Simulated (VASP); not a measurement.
Here is the system:

```
MgZnO2
1.0
    3.22040     0.00000     0.00000
   -1.61020     2.78894     0.00000
    0.00000     0.00000     5.07274
Mg Zn O
1 1 2
Direct
  0.33333   0.66667   0.49700
  0.66667   0.33333   0.00328
  0.33333   0.66667   0.88342
  0.66667   0.33333   0.38829
```

Level of theory: LDA (Ceperley-Alder, Perdew-Zunger), VASP's LDA PAW potentials (set 64) (plane waves; VASP 6.6.1). Numerical set-up: 520 eV cut-off, Gaussian smearing of 0.050 eV, potentials Mg Zn O.

Q: Give the energies of bands 3 to 15 at the high-symmetry points, in eV from the valence-band maximum.

A: 
| band | Γ | M | K | A | L | H |
|---|---|---|---|---|---|---|
| 3 | -5.45 | -5.59 | -5.21 | -5.53 | -5.75 | -5.32 |
| 4 | -5.45 | -4.98 | -4.86 | -5.45 | -5.07 | -5.08 |
| 5 | -5.14 | -4.79 | -4.78 | -5.45 | -5.01 | -4.95 |
| 6 | -4.58 | -4.47 | -4.36 | -4.31 | -4.75 | -4.59 |
| 7 | -4.29 | -4.18 | -4.02 | -4.31 | -4.19 | -4.33 |
| 8 | -4.29 | -4.06 | -3.92 | -3.81 | -4.13 | -3.91 |
| 9 | -1.43 | -2.94 | -3.85 | -1.39 | -3.10 | -3.41 |
| 10 | -1.43 | -2.68 | -2.53 | -1.33 | -1.86 | -2.73 |
| 11 | -0.24 | -2.14 | -2.13 | -1.33 | -1.81 | -2.22 |
| 12 | 0.00 | -1.39 | -1.74 | -0.06 | -1.13 | -1.28 |
| 13 | 0.00 | -0.85 | -1.71 | -0.06 | -0.84 | -0.87 |
| 14 | 1.84 | 6.65 | 7.56 | 4.00 | 6.07 | 7.70 |
| 15 | 6.85 | 7.21 | 8.06 | 5.08 | 6.49 | 8.24 |

The gap is direct, 1.84 eV, from the valence maximum at Γ to the conduction minimum at Γ.

The structure comes from a computed database's MgZnO2 entry (P3m1); how it stands against other phases isn't given here. It was relaxed first, which changed the volume by -8 %.
